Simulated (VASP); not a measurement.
# Lattice of Si2Mo across functionals and dispersion corrections, part 3 of 3

Which functional gives the lattice of Si2Mo as experiment finds it, and is a dearer one worth its cost? LASPH is on for some levels and off for others; the table marks which. The start is a cell from a database of measured crystal structures.

VASP 6.6.1, plane waves and PAW; the level of theory is named at each step.

So far. Step 4 (Relaxation with PBE): It ends at 13.59 Å³/atom, +1.3 % from the start, with 0.02 GPa left. The conventional cell has a = 3.218 and c = 7.874 Å. Step 5 (Relaxation with r2SCAN): It ends at 13.38 Å³/atom, -0.3 % from the start, with 0.04 GPa left. The conventional cell has a = 3.204 and c = 7.822 Å.

The database entry behind the starting cell is an old determination (1927), so it need not match the best structure at ambient conditions.

**6. Relaxation with PBE + D3(BJ)**

This step: PBE with D3(BJ); plane waves and PAW (Si, Mo_sv) (VASP 6.6.1).

A dispersion term adds the long-range attraction that semilocal functionals lack. D3 with Becke-Johnson damping keeps a finite attraction at short range.

INCAR

```
SYSTEM = Si2Mo
PREC = Accurate
ENCUT = 520
EDIFF = 1E-06
NELM = 100
ISMEAR = -1
SIGMA = 0.05
LREAL = .FALSE.
ALGO = Normal
GGA = PE
IVDW = 12
NBANDS = 17
LORBIT = 11
LWAVE = .FALSE.
LCHARG = .FALSE.
KPAR = 4
IBRION = 2
NSW = 60
ISIF = 3
EDIFFG = -0.01
```

POSCAR

```
Si2Mo
1.0
   -1.6000000000      1.6000000000      3.9305000000
    1.6000000000     -1.6000000000      3.9305000000
    1.6000000000      1.6000000000     -3.9305000000
Si Mo
2 1
Direct
    0.3330000000      0.3330000000      0.0000000000
    0.6670000000      0.6670000000      0.0000000000
    0.0000000000      0.0000000000      0.0000000000
```

KPOINTS

```
Automatic mesh
0
Gamma
10 10 10
0 0 0
```

Potentials, in the order of the species: Si and Mo_sv (PBE family, release 64).

On the command line:

```bash
> mpirun -np 4 vasp_std
```

What it wrote:

```text
[... set-up lines as in an earlier step ...]
 entering main loop
       N       E                     dE             d eps       ncg     rms          rms(c)
[... 13 cycles as in an earlier step ...]
   1 F= -.24980168E+02 E0= -.24978549E+02  d E =-.249802E+02
[... from here on, the cycles between the ionic steps are left out ...]
   2 F= -.24957429E+02 E0= -.24956198E+02  d E =0.227398E-01
   3 F= -.24995685E+02 E0= -.24994212E+02  d E =-.155168E-01
   4 F= -.24995685E+02 E0= -.24994215E+02  d E =-.155169E-01
   5 F= -.24996987E+02 E0= -.24995664E+02  d E =-.130194E-02
   6 F= -.24997007E+02 E0= -.24995705E+02  d E =-.132201E-02
   7 F= -.24997007E+02 E0= -.24995708E+02  d E =-.132173E-02
[...]
reached required accuracy - stopping structural energy minimisation
```

It took 41 s on 4 MPI ranks of Intel Xeon 6975P-C (Granite Rapids), shared host; peak memory 1 GiB.

From OUTCAR (step 6):

```text
 Edisp (eV)   -1.76714

 Edisp (eV)   -1.76708

  Total       0.02814     0.02814     0.01228     0.00000    -0.00000     0.00000
  in kB       1.14420     1.14420     0.49949     0.00000    -0.00000     0.00000
  external pressure =        0.93 kB  Pullay stress =        0.00 kB

 POSITION                                       TOTAL-FORCE (eV/Angst)
 -----------------------------------------------------------------------------------
      0.00000      0.00000      2.60950        -0.000000     -0.000000     -0.005013
      1.58973      1.58973      1.28817         0.000000      0.000000      0.005013
      0.00000      0.00000     -0.00000        -0.000000     -0.000000     -0.000000
 -----------------------------------------------------------------------------------
    total drift:                               -0.000000      0.000000     -0.000000

  FREE ENERGIE OF THE ION-ELECTRON SYSTEM (eV)
  ---------------------------------------------------
  free  energy   TOTEN  =       -24.9970071181 eV

  energy  without entropy=      -24.9944089636  energy(sigma->0) =      -24.99570804

[... 2 parts as in an earlier step ...]

[... 2 further parts left out ...]
[key lines of the parts left out:]
E-fermi :  12.5386
```

Dispersion corrections of this kind ignore metallic screening and tend to overbind metals.

It ends at 13.13 Å³/atom, -2.1 % from the start, with 0.09 GPa left. The conventional cell has a = 3.179 and c = 7.795 Å. Against plain PBE, the dispersion term moves a by -1.2 % and c by -1.0 %.

**7. Relaxation with r2SCAN + rVV10**

This step: r2SCAN with rVV10; plane waves and PAW (Si, Mo_sv) (VASP 6.6.1).

LUSE_VDW switches on a nonlocal correlation term for dispersion.

INCAR, as its differences from that of step 6:

```diff
@@ -9,4 +9,8 @@
 ALGO = Normal
-GGA = PE
-IVDW = 12
+METAGGA = R2SCAN
+LUSE_VDW = .TRUE.
+IVDW_NL = 2
+BPARAM = 11.95
+CPARAM = 0.0093
+LASPH = .TRUE.
 NBANDS = 17
```

POSCAR is that of step 6.

KPOINTS is that of step 6.

On the command line:

```bash
> mpirun -np 4 vasp_std
```

What it wrote:

```text
[banner, memory and clock lines left out]
running    4 mpi-ranks, on    1 nodes
[...]
|                                                                             |
|               ----> ADVICE to this user running VASP <----                  |
|                                                                             |
|     You have switched on vdW-DFT.                                           |
|     This routine was written and supplied by Jiri Klimes. We recommend      |
|     that you carefully read and cite the following publications:            |
|       J. Klimes, D.R. Bowler, A. Michelides                                 |
|          J. Phys.: Cond Matt. 22 022201 (2010)                              |
|       J. Klimes, D.R. Bowler, A. Michelides                                 |
|          Phys. Rev. B. 83, 195131 (2011)                                    |
|     and references therein.                                                 |
|                                                                             |

[...]
Total rVV10 correction in eV:      0.2902307    24.7394631
Total rVV10 correction in eV:      0.2902307    24.7394631
Total rVV10 correction in eV:      0.2902307    24.7394631
DAV:  14    -0.447180403247E+02   -0.31855E-07   -0.25053E-07  1892   0.391E-03
Total rVV10 correction in eV:      0.2902275    24.7394631
Total rVV10 correction in eV:      0.2902275    24.7394631
Total rVV10 correction in eV:      0.2902275    24.7394631
Total rVV10 correction in eV:      0.2902275    24.7394631
Total rVV10 correction in eV:      0.2902293    24.7394631
Total rVV10 correction in eV:      0.2902293    24.7394631
Total rVV10 correction in eV:      0.2902293    24.7394631
Total rVV10 correction in eV:      0.2902293    24.7394631
   1 F= -.44718040E+02 E0= -.44716954E+02  d E =-.447180E+02
[... from here on, the cycles between the ionic steps are left out ...]
   2 F= -.44719044E+02 E0= -.44718340E+02  d E =-.100373E-02
   3 F= -.44725763E+02 E0= -.44724910E+02  d E =-.772286E-02
   4 F= -.44727767E+02 E0= -.44727054E+02  d E =-.200349E-02
   5 F= -.44727950E+02 E0= -.44727208E+02  d E =-.218667E-02
   6 F= -.44728013E+02 E0= -.44727265E+02  d E =-.630553E-04
   7 F= -.44728022E+02 E0= -.44727276E+02  d E =-.726145E-04
[...]
reached required accuracy - stopping structural energy minimisation
```

It took 6.7 min on 4 MPI ranks; peak memory 1.7 GiB; 27 min of CPU time.

From OUTCAR (step 7):

```text
  Total       -0.0020721     -0.0020721     -0.0080250      0.0000000     -0.0000000      0.0000000
  in kB       -0.0829858     -0.0829858     -0.3213931      0.0000000     -0.0000000      0.0000000
  external PRESSURE =      -0.1624549 kB  Pullay stress =       0.0000000 kB

 POSITION                                       TOTAL-FORCE (eV/Angst)
 -----------------------------------------------------------------------------------
      0.00000      0.00000      2.62039        -0.000000     -0.000000      0.000985
      0.00000      0.00000      5.19360         0.000000      0.000000     -0.000985
      0.00000      0.00000      0.00000         0.000000      0.000000     -0.000000
 -----------------------------------------------------------------------------------
    total drift:                               -0.000000      0.000000     -0.000000

  FREE ENERGIE OF THE ION-ELECTRON SYSTEM (eV)
  ---------------------------------------------------
  free  energy   TOTEN  =       -44.7280224771 eV

  energy  without entropy=      -44.7265297910  energy(sigma->0) =      -44.72727613

[... 2 parts as in an earlier step ...]

[... 2 further parts left out ...]
[key lines of the parts left out:]
E-fermi :  12.2712
```

It ends at 13.34 Å³/atom, -0.6 % from the start, with -0.02 GPa left. The conventional cell has a = 3.200 and c = 7.814 Å. Against plain r2SCAN, the dispersion term moves a by -0.1 % and c by -0.1 %.

**8. Relaxation with optB88-vdW**

This step: optB88-vdW; plane waves and PAW (Si, Mo_sv) (VASP 6.6.1).

optB88-vdW pairs nonlocal correlation with a B88-type exchange refitted to the binding of molecular dimers.

INCAR, as its differences from that of step 7:

```diff
@@ -9,7 +9,7 @@
 ALGO = Normal
-METAGGA = R2SCAN
+GGA = BO
+AGGAC = 0
 LUSE_VDW = .TRUE.
-IVDW_NL = 2
-BPARAM = 11.95
-CPARAM = 0.0093
+PARAM1 = 0.1833333333
+PARAM2 = 0.22
 LASPH = .TRUE.
```

POSCAR is that of step 7.

KPOINTS is that of step 7.

On the command line:

```bash
> mpirun -np 4 vasp_std
```

What it wrote:

```text
[banner, memory and clock lines left out]
running    4 mpi-ranks, on    1 nodes
[...]
[... a notice as in an earlier step ...]

 [... a notice as in an earlier step ...]

 LDA part: xc-table for (Slater+PW92), standard interpolation
 POSCAR, INCAR and KPOINTS ok, starting setup
[...]
entering main loop
       N       E                     dE             d eps       ncg     rms          rms(c)
DAV:   1     0.130889532839E+03    0.13089E+03   -0.11369E+04  3468   0.123E+03
DAV:   2    -0.148807496232E+02   -0.14577E+03   -0.14314E+03  4262   0.312E+02
DAV:   3    -0.178276414807E+02   -0.29469E+01   -0.29180E+01  4321   0.402E+01
DAV:   4    -0.178435343722E+02   -0.15893E-01   -0.15882E-01  4274   0.331E+00
[...]
DAV:  11    -0.170899743019E+02   -0.74420E-05   -0.16437E-04  3839   0.981E-02    0.361E-02
DAV:  12    -0.170899706126E+02    0.36892E-05   -0.32080E-05  3737   0.387E-02    0.725E-03
DAV:  13    -0.170899702082E+02    0.40440E-06   -0.12993E-06  2172   0.101E-02
   1 F= -.17089970E+02 E0= -.17088487E+02  d E =-.170900E+02
[... from here on, the cycles between the ionic steps are left out ...]
   2 F= -.17086967E+02 E0= -.17085934E+02  d E =0.300289E-02
   3 F= -.17110772E+02 E0= -.17109540E+02  d E =-.208015E-01
   4 F= -.17114989E+02 E0= -.17114062E+02  d E =-.421698E-02
   5 F= -.17114989E+02 E0= -.17114061E+02  d E =-.421735E-02
   6 F= -.17115221E+02 E0= -.17114293E+02  d E =-.231566E-03
 trial-energy change:   -0.000232  1 .order   -0.000242   -0.000577    0.000092
 step:   0.7602(harm=  0.7713)  dis= 0.00183  next Energy=   -17.115228 (dE=-0.239E-03)
 reached required accuracy - stopping structural energy minimisation
```

Wall time 3.8 min (4 MPI ranks); peak memory 2 GiB; 15 min of CPU time.

OUTCAR, selected parts (step 8):

```text
  Total        0.0247204      0.0247204     -0.0075552      0.0000000      0.0000000      0.0000000
  in kB        0.9588365      0.9588365     -0.2930435      0.0000000      0.0000000      0.0000000
  external PRESSURE =       0.5415431 kB  Pullay stress =       0.0000000 kB

 POSITION                                       TOTAL-FORCE (eV/Angst)
 -----------------------------------------------------------------------------------
      0.00000      0.00000      2.65299         0.000000      0.000000     -0.005575
      1.61724      1.61724      1.29536        -0.000000     -0.000000      0.005575
      0.00000      0.00000      0.00000         0.000000      0.000000      0.000000
 -----------------------------------------------------------------------------------
    total drift:                               -0.000000      0.000000     -0.000000

  FREE ENERGIE OF THE ION-ELECTRON SYSTEM (eV)
  ---------------------------------------------------
  free  energy   TOTEN  =       -17.1152206595 eV

  energy  without entropy=      -17.1133647325  energy(sigma->0) =      -17.11429270

[... 2 parts as in an earlier step ...]

[... 2 further parts left out ...]
[key lines of the parts left out:]
E-fermi :  11.7273
```

It ends at 13.77 Å³/atom, +2.6 % from the start, with 0.05 GPa left. The conventional cell has a = 3.234 and c = 7.897 Å.

**9. Relaxation with r2SCAN + D4**

This step: r2SCAN with D4; plane waves and PAW (Si, Mo_sv) (VASP 6.6.1).

D4 lets the coefficients depend on atomic charges too.

INCAR, as its differences from that of step 8:

```diff
@@ -9,7 +9,8 @@
 ALGO = Normal
-GGA = BO
-AGGAC = 0
-LUSE_VDW = .TRUE.
-PARAM1 = 0.1833333333
-PARAM2 = 0.22
+METAGGA = R2SCAN
+IVDW = 13
+VDW_S6 = 1
+VDW_S8 = 0.6018749
+VDW_A1 = 0.51559235
+VDW_A2 = 5.77342911
 LASPH = .TRUE.
```

POSCAR is that of step 8.

KPOINTS is that of step 8.

On the command line:

```bash
> mpirun -np 4 vasp_std
```

What it wrote:

```text
[... set-up lines as in an earlier step ...]
 entering main loop
       N       E                     dE             d eps       ncg     rms          rms(c)
[... 13 cycles as in an earlier step ...]
   1 F= -.45581673E+02 E0= -.45580603E+02  d E =-.455817E+02
[... from here on, the cycles between the ionic steps are left out ...]
   2 F= -.45573944E+02 E0= -.45573259E+02  d E =0.772895E-02
   3 F= -.45592008E+02 E0= -.45591133E+02  d E =-.103350E-01
   4 F= -.45594432E+02 E0= -.45593700E+02  d E =-.242346E-02
   5 F= -.45594443E+02 E0= -.45593704E+02  d E =-.243471E-02
   6 F= -.45594475E+02 E0= -.45593731E+02  d E =-.323188E-04
   7 F= -.45594497E+02 E0= -.45593755E+02  d E =-.541385E-04
[...]
reached required accuracy - stopping structural energy minimisation
```

It took 3 min on 4 MPI ranks; peak memory 1 GiB.

OUTCAR, selected parts (step 9):

```text
  Edisp (eV):   -0.57901

  Total      -0.00678    -0.00678     0.00579     0.00000    -0.00000     0.00000
  in kB      -0.27295    -0.27295     0.23323     0.00000    -0.00000     0.00000
  external pressure =       -0.10 kB  Pullay stress =        0.00 kB

 POSITION                                       TOTAL-FORCE (eV/Angst)
 -----------------------------------------------------------------------------------
      0.00000      0.00000      2.61505        -0.000000     -0.000000      0.000324
      0.00000      0.00000      5.18443         0.000000     -0.000000     -0.000324
      0.00000      0.00000     -0.00000         0.000000      0.000000      0.000000
 -----------------------------------------------------------------------------------
    total drift:                                0.000000      0.000000     -0.000000

  FREE ENERGIE OF THE ION-ELECTRON SYSTEM (eV)
  ---------------------------------------------------
  free  energy   TOTEN  =       -45.5944972582 eV

  energy  without entropy=      -45.5930122166  energy(sigma->0) =      -45.59375474

[... 2 parts as in an earlier step ...]

[... 2 further parts left out ...]
[key lines of the parts left out:]
E-fermi :  12.3563
```

It ends at 13.26 Å³/atom, -1.1 % from the start, with -0.01 GPa left. The conventional cell has a = 3.194 and c = 7.799 Å. Against plain r2SCAN, the dispersion term moves a by -0.3 % and c by -0.3 %.

**10. The cells as a table**

This step: relaxed cells at several levels; plane waves and PAW (VASP 6.6.1).

This step runs nothing: it gathers the runs above.

Lengths are those of the conventional cell; cost is the wall time of each run, as given at its step, times its ranks, without the set-up around it; LASPH differs between rows, which moves results and costs too. Results by level, by row:

| level | volume (Å³/atom) | change from the start (%) | a (Å) | c (Å) | cost (core minutes) | LASPH |
| --- | --- | --- | --- | --- | --- | --- |
| LDA | 13.15 | -2 | 3.182 | 7.793 | 2.4 | off |
| PBEsol | 13.29 | -0.9 | 3.193 | 7.825 | 2.8 | off |
| PBE | 13.59 | 1.3 | 3.218 | 7.874 | 2.73 | off |
| r2SCAN | 13.38 | -0.3 | 3.204 | 7.822 | 11.1 | on |
| PBE + D3(BJ) | 13.13 | -2.1 | 3.179 | 7.795 | 2.73 | off |
| r2SCAN + rVV10 | 13.34 | -0.6 | 3.2 | 7.814 | 26.6 | on |
| optB88-vdW | 13.77 | 2.6 | 3.234 | 7.897 | 15.1 | on |
| r2SCAN + D4 | 13.26 | -1.1 | 3.194 | 7.799 | 12 | on |

**11. Outcome**

```yaml
volume_lda: 13.15 Å³/atom
volume_pbesol: 13.29 Å³/atom
volume_pbe: 13.59 Å³/atom
volume_r2scan: 13.38 Å³/atom
volume_pbe_d3_bj: 13.13 Å³/atom
volume_r2scan_rvv10: 13.34 Å³/atom
volume_optb88_vdw: 13.77 Å³/atom
volume_r2scan_d4: 13.26 Å³/atom
```

For Si2Mo the levels give volumes between 13.13 Å³/atom (PBE + D3(BJ)) and 13.77 Å³/atom (optB88-vdW), a spread of 4.8 %, while the cost of the finished runs spans a factor of 11. Within 1 % of experiment on every length: LDA, PBEsol, PBE, r2SCAN, PBE + D3(BJ), r2SCAN + rVV10, optB88-vdW and r2SCAN + D4. The nearest, r2SCAN, took 4.6 times the core time of LDA and lowers the largest miss from 0.71 to 0.28 %. Thermal and zero-point expansion, often some tenths of a per cent in length, bear on this order: with the measured lengths lowered by an assumed 0.4 % the nearest becomes PBEsol. The costs hold the number of ionic steps as well as the price of the functional. The closing table has room for seven levels; r2SCAN + D4 stands in the table of levels alone. Adding D3(BJ) to PBE changes the volume by -3.4 % (a by -1.2 % and c by -1.0 %). Adding rVV10 to r2SCAN changes the volume by -0.3 % (a by -0.1 % and c by -0.1 %). Adding D4 to r2SCAN changes the volume by -0.9 % (a by -0.3 % and c by -0.3 %). Pairwise corrections of the D and TS kind ignore the screening in a metal, so they may overbind here. Within 0.02 Å all end in space group I4/mmm; the runs can't lower the symmetry of the start. LASPH is on for some levels and off for others, so differences between them are not the functional's alone. Each is a single relaxation on the plane waves of the start cell, so larger changes of volume carry a basis-set error that was not tested here.

Computed beside measured:

```
              quantity  measured             LDA          PBEsol             PBE          r2SCAN    PBE + D3(BJ)  r2SCAN + rVV10      optB88-vdW
lattice constant a (Å)   3.20519  3.182 (-0.7 %)  3.193 (-0.4 %)  3.218 (+0.4 %)  3.204 (-0.0 %)  3.179 (-0.8 %)  3.200 (-0.2 %)  3.234 (+0.9 %)
lattice constant c (Å)   7.84461  7.793 (-0.7 %)  7.825 (-0.3 %)  7.874 (+0.4 %)  7.822 (-0.3 %)  7.795 (-0.6 %)  7.814 (-0.4 %)  7.897 (+0.7 %)
```

Measured values from arxiv:2202.05362 (2022).

How well it matches: For the lattice constant a, of the levels listed nearest comes r2SCAN (-0.0 %, good agreement) and farthest optB88-vdW (+0.9 %, fair agreement). For the lattice constant c, of the levels listed nearest comes PBEsol (-0.3 %, good agreement) and farthest optB88-vdW (+0.7 %, good agreement). The grades are ours: good and fair within 0.7 and 1.5 % for the lattice constant a and 0.8 and 2 % for the lattice constant c. For lattice constants the calculation has a static lattice, without zero-point motion or thermal expansion.

[Lines on the potential files, build, host, timing and source positions are cut from VASP's logs without a mark.]

[Logs are printed without paths, hosts, clocks, repeated set-up lines and the standing remarks that a program may print on its own settings, such as how far it seeks lower states.]

[Hosts, paths, dates, database ids (printed as entryN), source tags and the programs' standing remarks are cut or masked in the printed files.]

[A measured line is paired with the nearest computed mode of its activity, which favours agreement.]
